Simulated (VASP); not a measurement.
# C under a change of volume

How do the elastic response and the band edges of C follow a change of volume?

Main program and level: VASP 6.6.1; LDA; plane waves and PAW (C), in the first sound run; inputs show where later runs differ.

### 1. The starting structure

The structure is cubic, space group Fd-3m (No. 227). Conventional cell: a = 3.567 Å, b = 3.567 Å, c = 3.567 Å, α = 90.00°, β = 90.00°, γ = 90.00°. Nearest to C lie 4 C at 1.54 Å.

Structure file:

```cif
data_structure
_symmetry_space_group_name_H-M 'P 1'
_symmetry_Int_Tables_number 1
_cell_length_a 2.5222
_cell_length_b 2.5222
_cell_length_c 2.5222
_cell_angle_alpha 60.000
_cell_angle_beta 60.000
_cell_angle_gamma 60.000
_cell_volume 11.35
loop_
_atom_site_label
_atom_site_type_symbol
_atom_site_fract_x
_atom_site_fract_y
_atom_site_fract_z
_atom_site_occupancy
C1 C 0.00000 0.00000 0.00000 1
C2 C 0.25000 0.25000 0.25000 1
```

### 2. Relax the crystal, LDA

The series starts from the cell that this level prefers, so that zero strain is near zero stress.

This step took 2 runs in a row; the last is shown.

Level: LDA; plane waves and PAW (C).

Input file INCAR:

```
SYSTEM = C
PREC = Accurate
ENCUT = 600
EDIFF = 1E-07
NELM = 120
ISMEAR = 0
SIGMA = 0.02
LREAL = .FALSE.
ALGO = Normal
GGA = CA
NBANDS = 10
LASPH = .TRUE.
LORBIT = 11
LWAVE = .FALSE.
LCHARG = .FALSE.
KPAR = 12
IBRION = 2
NSW = 40
ISIF = 3
EDIFFG = -0.005
POTIM = 0.4
```

Input file POSCAR:

```
C
1.0
    0.0000000000      1.7668691223      1.7668691223
    1.7668691223      0.0000000000      1.7668691223
    1.7668691223      1.7668691223      0.0000000000
C
2
Direct
    0.0000000000      0.0000000000      0.0000000000
    0.2500000000      0.2500000000      0.2500000000
```

Input file KPOINTS:

```
Automatic mesh
0
Gamma
14 14 14
0 0 0
```

The projector-augmented-wave data sets are C (LDA family, release 64).

On the command line:

```sh
$ mpirun -np 12 vasp_std
```

Log:

```text
[banner, memory and clock lines left out]
running   12 mpi-ranks, on    1 nodes
[...]
|                                                                             |
|           W    W    AA    RRRRR   N    N  II  N    N   GGGG   !!!           |
|           W    W   A  A   R    R  NN   N  II  NN   N  G    G  !!!           |
|           W    W  A    A  R    R  N N  N  II  N N  N  G       !!!           |
|           W WW W  AAAAAA  RRRRR   N  N N  II  N  N N  G  GGG   !            |
|           WW  WW  A    A  R   R   N   NN  II  N   NN  G    G                |
|           W    W  A    A  R    R  N    N  II  N    N   GGGG   !!!           |
|                                                                             |
|     For optimal performance we recommend to set                             |
|       NCORE = 2 up to number-of-cores-per-socket                            |
|     NCORE specifies how many cores store one orbital (NPAR=cpu/NCORE).      |
|     This setting can greatly improve the performance of VASP for DFT.       |
[...]
|     Unfortunately you need to use the default for GW and RPA                |
|     calculations (for HF NCORE is supported but not extensively tested      |
|     yet).                                                                   |
|                                                                             |

 LDA part: xc-table for (Slater(with rela. corr.)+CA(PZ))
 , standard interpolation
 POSCAR, INCAR and KPOINTS ok, starting setup
[...]
entering main loop
       N       E                     dE             d eps       ncg     rms          rms(c)
DAV:   1     0.225764947053E-01    0.22576E-01   -0.54446E+03  2120   0.891E+02
DAV:   2    -0.207061526879E+02   -0.20729E+02   -0.19786E+02  2798   0.131E+02
DAV:   3    -0.211142547769E+02   -0.40810E+00   -0.40710E+00  2488   0.154E+01
DAV:   4    -0.211151186072E+02   -0.86383E-03   -0.86376E-03  2274   0.831E-01
[...]
DAV:   9    -0.202521614011E+02    0.12387E-04   -0.34034E-05  2370   0.497E-02    0.194E-02
DAV:  10    -0.202521627672E+02   -0.13661E-05   -0.17725E-06  2274   0.121E-02    0.447E-03
DAV:  11    -0.202521627009E+02    0.66275E-07   -0.56512E-08  1640   0.199E-03
   1 F= -.20252163E+02 E0= -.20252163E+02  d E =-.202522E+02
[...]
reached required accuracy - stopping structural energy minimisation
```

It took 2.6 s on 12 MPI ranks of Intel Xeon Platinum 8259CL at 2.50GHz (Skylake/Cascade Lake), shared host; peak memory 1.3 GiB.

Lines that name or quote the potential files are left out of all logs, and their timing lines are given in words.

Parts of OUTCAR (step 2):

```text
  Total        0.0025777      0.0025777      0.0025777     -0.0000000     -0.0000000     -0.0000000
  in kB        0.3743643      0.3743643      0.3743643     -0.0000000     -0.0000000     -0.0000000
  external PRESSURE =       0.3743643 kB  Pullay stress =       0.0000000 kB

 POSITION                                       TOTAL-FORCE (eV/Angst)
 -----------------------------------------------------------------------------------
      0.00000      0.00000      0.00000         0.000000      0.000000      0.000000
      0.88343      0.88343      0.88343        -0.000000     -0.000000     -0.000000
 -----------------------------------------------------------------------------------
    total drift:                                0.000000      0.000000      0.000000

  FREE ENERGIE OF THE ION-ELECTRON SYSTEM (eV)
  ---------------------------------------------------
  free  energy   TOTEN  =       -20.2521627009 eV

  energy  without entropy=      -20.2521627009  energy(sigma->0) =      -20.25216270

 reached required accuracy - stopping structural energy minimisation

[... 3 further parts left out ...]
[key lines of the parts left out:]
E-fermi :  10.2749
```

Numbers from this step:

```
energy(sigma→0) of the program : -20.2522 eV
stress, compression positive   : xx, yy, zz 0.04, 0.04, 0.04 GPa
volume                         : 11.032 Å³
ionic steps                    : 1
```

### 3. Relax at fixed volume, LDA

One member in full: the volume is scaled by 0.97, and the cell is held.

Level: LDA; plane waves and PAW (C).

Changes to INCAR since step 2:

```diff
@@ -15,7 +15,8 @@
 LCHARG = .FALSE.
-KPAR = 12
+KPAR = 3
 IBRION = 2
 NSW = 40
-ISIF = 3
-EDIFFG = -0.005
+ISIF = 2
+EDIFFG = -0.004
 POTIM = 0.4
+MAXMIX = 40
```

Input file POSCAR:

```
C
1.0
    0.0000000000      1.7490207392      1.7490207392
    1.7490207392      0.0000000000      1.7490207392
    1.7490207392      1.7490207392      0.0000000000
C
2
Direct
    0.0000000000      0.0000000000      0.0000000000
    0.2500000000      0.2500000000      0.2500000000
```

KPOINTS is that of step 2.

On the command line:

```sh
$ mpirun -np 3 vasp_std
```

Log:

```text
[banner, memory and clock lines left out]
running    3 mpi-ranks, on    1 nodes
[...]
LDA part: xc-table for (Slater(with rela. corr.)+CA(PZ))
 , standard interpolation
 POSCAR, INCAR and KPOINTS ok, starting setup
[...]
entering main loop
       N       E                     dE             d eps       ncg     rms          rms(c)
DAV:   1    -0.799338784102E+00   -0.79934E+00   -0.53156E+03  2154   0.886E+02
DAV:   2    -0.207844232305E+02   -0.19985E+02   -0.19004E+02  2860   0.132E+02
DAV:   3    -0.211687463798E+02   -0.38432E+00   -0.38333E+00  2420   0.149E+01
DAV:   4    -0.211696080705E+02   -0.86169E-03   -0.86165E-03  2250   0.825E-01
[...]
DAV:   9    -0.202350597519E+02    0.13657E-04   -0.36037E-05  2370   0.510E-02    0.197E-02
DAV:  10    -0.202350610549E+02   -0.13030E-05   -0.17891E-06  2284   0.123E-02    0.458E-03
DAV:  11    -0.202350609931E+02    0.61803E-07   -0.55340E-08  1650   0.198E-03
   1 F= -.20235061E+02 E0= -.20235061E+02  d E =-.202351E+02
[...]
reached required accuracy - stopping structural energy minimisation
```

The job ended after 4.4 s (3 MPI ranks; peak memory 0.34 GiB).

From OUTCAR (step 3):

```text
  Total        1.0087107      1.0087107      1.0087107      0.0000000      0.0000000      0.0000000
  in kB      151.0296963    151.0296963    151.0296963      0.0000000      0.0000000      0.0000000
  external PRESSURE =     151.0296963 kB  Pullay stress =       0.0000000 kB

 POSITION                                       TOTAL-FORCE (eV/Angst)
 -----------------------------------------------------------------------------------
      0.00000      0.00000      0.00000        -0.000000     -0.000000     -0.000000
      0.87451      0.87451      0.87451         0.000000      0.000000      0.000000
 -----------------------------------------------------------------------------------
    total drift:                                0.000000      0.000000      0.000000

  FREE ENERGIE OF THE ION-ELECTRON SYSTEM (eV)
  ---------------------------------------------------
  free  energy   TOTEN  =       -20.2350609931 eV

  energy  without entropy=      -20.2350609931  energy(sigma->0) =      -20.23506099

[... 2 parts as in an earlier step ...]

[... 2 further parts left out ...]
[key lines of the parts left out:]
E-fermi :  10.6725
```

This run gave:

* energy(sigma→0) of the program: -20.2351 eV
* stress, compression positive: xx, yy, zz 15.10, 15.10, 15.10 GPa
* ionic steps: 1

### 4. Band edges, TB-mBJ with spin-orbit coupling

Short lines in KPOINTS_OPT sample the zone centre, for masses, and the other valleys.

Level: TB-mBJ, spin-orbit coupling; plane waves and PAW (C).

TB-mBJ has no energy functional, so the total energy, stress and pressure in this output mean nothing.

Input file INCAR:

```
SYSTEM = C
PREC = Accurate
ENCUT = 600
EDIFF = 1E-06
NELM = 150
ISMEAR = 0
SIGMA = 0.02
LREAL = .FALSE.
ALGO = Normal
METAGGA = MBJ
LASPH = .TRUE.
LNONCOLLINEAR = .TRUE.
MAGMOM = 0 0 0 0 0 0
NBANDS = 18
GGA_COMPAT = .FALSE.
LSORBIT = .TRUE.
LWAVE = .FALSE.
LCHARG = .FALSE.
KPAR = 3
```

POSCAR is that of step 3.

Input file KPOINTS:

```
Automatic mesh
0
Gamma
11 11 11
0 0 0
```

Input file KPOINTS_OPT:

```
Line mode
6
Line-mode
Reciprocal
  0.00000000   0.00000000   0.00000000
  0.01391826   0.01391826  -0.00000000

  0.00000000   0.00000000   0.00000000
  0.00000000  -0.01391826  -0.01391826

  0.31000000   0.31000000   0.00000000
  0.50000000   0.50000000   0.00000000

  0.00000000   0.31000000   0.31000000
  0.00000000   0.50000000   0.50000000

  0.45000000   0.45000000   0.45000000
  0.50000000   0.50000000   0.50000000

  0.45000000   0.00000000   0.00000000
  0.50000000   0.00000000   0.00000000

  0.42500000   0.42500000   0.00000000
  0.42500000   0.43891826   0.01391826

  0.50000000   0.50000000   0.50000000
  0.49015830   0.50984170   0.50000000
```

On the command line:

```sh
$ mpirun -np 3 vasp_ncl
```

Log:

```text
[banner, memory and clock lines left out]
running    3 mpi-ranks, on    1 nodes
[...]
|                                                                             |
|               ----> ADVICE to this user running VASP <----                  |
|                                                                             |
|     You enforced a specific xc type in the INCAR file but a different       |
|     [... a line on the potential file left out ...]
|     I HOPE YOU KNOW WHAT YOU ARE DOING!                                     |
|                                                                             |

 LDA part: xc-table for (None), standard interpolation
 POSCAR, INCAR and KPOINTS ok, starting setup
[...]
entering main loop
       N       E                     dE             d eps       ncg     rms          rms(c)
DAV:   1     0.814768606265E+01    0.81477E+01   -0.45613E+03  2016   0.992E+02
DAV:   2    -0.206690325421E+02   -0.28817E+02   -0.26803E+02  2796   0.185E+02
DAV:   3    -0.215490778311E+02   -0.88005E+00   -0.87197E+00  2406   0.254E+01
DAV:   4    -0.215520976606E+02   -0.30198E-02   -0.30190E-02  2478   0.179E+00
[...]
DAV:  26    -0.195170536660E+02    0.33724E-04   -0.36896E-10  1038   0.235E-04    0.587E-06
DAV:  27    -0.195170457536E+02    0.79123E-05   -0.10136E-10  1032   0.125E-04    0.409E-06
DAV:  28    -0.195170455067E+02    0.24693E-06   -0.59200E-12  1030   0.307E-05
   1 F= -.19517046E+02 E0= -.19517046E+02  d E =-.219888E-71  mag=     0.0000    -0.0000    -0.0000
 Start KPOINTS_OPT (optional k-point list driver)
k-point batch [1-48\48]
       N       E                     dE             ncg
DAV:   1     0.238214900660E+04   -0.12206E+05     1728
DAV:   2     0.862522603675E+03   -0.15196E+04     2478
DAV:   3     0.821434259926E+03   -0.41088E+02     1952
DAV:   4     0.821322355390E+03   -0.11190E+00     2174
DAV:   5     0.821322083367E+03   -0.27202E-03     1862
DAV:   6     0.821322082491E+03   -0.87629E-06     1784
```

The job ended after 52 s (3 MPI ranks; peak memory 0.52 GiB; 2 min of CPU time).

OUTCAR, selected parts (step 4):

```text
  LATTYP: Found a face centered cubic cell.
 ALAT       =     3.4980414784

 Subroutine GETGRP returns: Found 48 space group operations
 (whereof 24 operations were pure point group operations)

The static configuration has the point symmetry T_d .
 The point group associated with its full space group is O_h .

 Found     56 irreducible k-points:

   k-points           NKPTS =     56   k-points in BZ     NKDIM =     56   number of bands    NBANDS=     18

   dimension x,y,z NGX =    20 NGY =   20 NGZ =   20
   dimension x,y,z NGXF=    40 NGYF=   40 NGZF=   40

   ENCUT  =  600.0 eV  44.10 Ry    6.64 a.u.   4.94  4.94  4.94*2*pi/ulx,y,z

   NELECT =       8.0000    total number of electrons

 E-fermi :  10.7980

 k-point     1 :       0.0000    0.0000    0.0000
  band No.  band energies     occupation
    ...
      4      10.5376      1.00000
      5      10.5497      1.00000
      6      10.5497      1.00000
      7      10.5498      1.00000
      8      10.5498      1.00000
      9      17.3248      0.00000
     10      17.3248      0.00000
     11      17.3358      0.00000
     12      17.3358      0.00000
     13      17.3358      0.00000
    ...

 k-point     2 :       0.0909    0.0000    0.0000
  band No.  band energies     occupation
    ...
      4       9.1101      1.00000
      5      10.1737      1.00000
      6      10.1737      1.00000
      7      10.1816      1.00000
      8      10.1816      1.00000
      9      17.8435      0.00000
     10      17.8435      0.00000
     11      17.8511      0.00000
     12      17.8511      0.00000
     13      18.1347      0.00000
    ...

  Total       -3.5969003     -3.5969003     -3.5969003     -0.0000000     -0.0000000      0.0000000
  in kB     -538.5476142   -538.5476142   -538.5476142     -0.0000000     -0.0000000      0.0000000
  external PRESSURE =    -538.5476142 kB  Pullay stress =       0.0000000 kB

 POSITION                                       TOTAL-FORCE (eV/Angst)
 -----------------------------------------------------------------------------------
      0.00000      0.00000      0.00000        -0.000000      0.000000     -0.000000
      0.87451      0.87451      0.87451         0.000000     -0.000000      0.000000
 -----------------------------------------------------------------------------------
    total drift:                                0.000000      0.000000      0.000000

  FREE ENERGIE OF THE ION-ELECTRON SYSTEM (eV)
  ---------------------------------------------------
  free  energy   TOTEN  =       -19.5170455067 eV

  energy  without entropy=      -19.5170455067  energy(sigma->0) =      -19.51704551

 Spin-Orbit-Coupling matrix elements
 Ion:    1  E_soc:     -0.0000106
 Ion:    2  E_soc:     -0.0000106

[... 1 part as in an earlier step ...]

[... 7 further parts left out ...]
```

(Continued in part 2 of 2.)

[Lines on the potential files, build, host, timing and source positions are cut from VASP's logs without a mark.]

[Logs are printed without paths, hosts, clocks, repeated set-up lines and the standing remarks that a program may print on its own settings, such as how far it seeks lower states.]

[Hosts, paths, dates, database ids (printed as entryN), source tags and the programs' standing remarks are cut or masked in the printed files.]

[In band tables of VASP the shares of atoms and orbitals are scaled to a sum of 1 inside the atoms' spheres.]
